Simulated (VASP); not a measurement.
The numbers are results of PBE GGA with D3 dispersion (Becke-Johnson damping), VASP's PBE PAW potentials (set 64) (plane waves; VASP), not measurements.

VASP input:

POSCAR:
```
SnTe
1
    0.0000000000     3.1525167581     3.1525167581
    3.1525167581     0.0000000000     3.1525167581
    3.1525167581     3.1525167581     0.0000000000
Te Sn
1 1
Direct
  0.5000000000   0.5000000000   0.5000000000
  0.0000000000   0.0000000000   0.0000000000
```

KPOINTS:
```
k-points along high-symmetry lines
15
Line-mode
Reciprocal
  0.000000   0.000000   0.000000 ! GAMMA
  0.500000   0.000000   0.500000 ! X

  0.500000   0.000000   0.500000 ! X
  0.625000   0.250000   0.625000 ! U

  0.375000   0.375000   0.750000 ! K
  0.000000   0.000000   0.000000 ! GAMMA

  0.000000   0.000000   0.000000 ! GAMMA
  0.500000   0.500000   0.500000 ! L

  0.500000   0.500000   0.500000 ! L
  0.500000   0.250000   0.750000 ! W

  0.500000   0.250000   0.750000 ! W
  0.500000   0.000000   0.500000 ! X
```

### INCAR
```
# general
SYSTEM =SnTe
PREC   =Accurate
ENCUT  =400
LREAL  =.FALSE.
LASPH  =.TRUE.
ICHARG =11

# electronic loop
EDIFF  =1E-7
NELM   =100
ALGO   =Normal
LMAXMIX=4

# smearing
ISMEAR =0
SIGMA  =0.05

# functional
GGA    =PE
IVDW   =12

# output
LWAVE  =.FALSE.
LCHARG =.FALSE.
LORBIT =11
```

POTCAR, in this order: Te Sn_d (PBE.64 set). Program: vasp_std. Read from the step before: CHGCAR.

What VASP printed:

**OSZICAR**
```
       N       E                     dE             d eps       ncg     rms          rms(c)
DAV:   1     0.113704944040E+03    0.11370E+03   -0.85676E+03  2544   0.139E+03
DAV:   2     0.153202781514E+01   -0.11217E+03   -0.11033E+03  2694   0.332E+02
DAV:   3    -0.754879260316E+01   -0.90808E+01   -0.89316E+01  3330   0.920E+01
DAV:   4    -0.778309503595E+01   -0.23430E+00   -0.23412E+00  3008   0.160E+01
DAV:   5    -0.779210837359E+01   -0.90133E-02   -0.90132E-02  3636   0.286E+00
DAV:   6    -0.779242584933E+01   -0.31748E-03   -0.31748E-03  3288   0.421E-01
DAV:   7    -0.779242952726E+01   -0.36779E-05   -0.36778E-05  3686   0.472E-02
DAV:   8    -0.779242957609E+01   -0.48833E-07   -0.49254E-07  3064   0.555E-03
   1 F= -.85929421E+01 E0= -.85925818E+01  d E =-.720438E-03
```

File OUTCAR:
```
 val. band max:        6.9498860793   @ k =   0.5000   0.5000   0.5000

 cond. band min:       7.0277324608   @ k =   0.5000   0.4821   0.5179



 k-point     1 :       0.0000    0.0000    0.0000
  band No.  band energies     occupation
      1     -14.9700      2.00000
      2     -14.9700      2.00000
      3     -14.9642      2.00000
      4     -14.9642      2.00000
      5     -14.9642      2.00000
      6      -5.8549      2.00000
      7       2.2527      2.00000
      8       4.7972      2.00000
      9       4.7972      2.00000
     10       4.7972      2.00000
     11      10.2836      0.00000
     12      10.2836      0.00000
     13      10.2836      0.00000
     14      11.6902      0.00000

 k-point     2 :       0.0357    0.0000    0.0357
  band No.  band energies     occupation
      1     -14.9702      2.00000
      2     -14.9699      2.00000
      3     -14.9643      2.00000
      4     -14.9641      2.00000
      5     -14.9641      2.00000
      6      -5.8405      2.00000
      7       2.1609      2.00000
      8       4.7698      2.00000
      9       4.7698      2.00000
     10       4.9255      2.00000
     11      10.0219      0.00000
     12      10.2839      0.00000
     13      10.2839      0.00000
     14      11.5927      0.00000

 k-point     3 :       0.0714    0.0000    0.0714
  band No.  band energies     occupation
      1     -14.9707      2.00000
      2     -14.9698      2.00000
      3     -14.9644      2.00000
      4     -14.9637      2.00000
      5     -14.9637      2.00000
      6      -5.7973      2.00000
      7       1.9310      2.00000
      8       4.6908      2.00000
      9       4.6908      2.00000
     10       5.2594      2.00000
     11       9.4087      0.00000
     12      10.2932      0.00000
     13      10.2932      0.00000
     14      11.3544      0.00000

 k-point     4 :       0.1071    0.0000    0.1071
  band No.  band energies     occupation
      1     -14.9716      2.00000
...
```

The density is held fixed in this step, so its total energy and stress have no physical meaning. Unless said otherwise, spin-orbit coupling is left out, though it shifts the bands of the heavy elements here.

The structure comes from a measured SnTe entry (Fm-3m) of the Crystallography Open Database, whose conditions weren't checked. It was relaxed first.
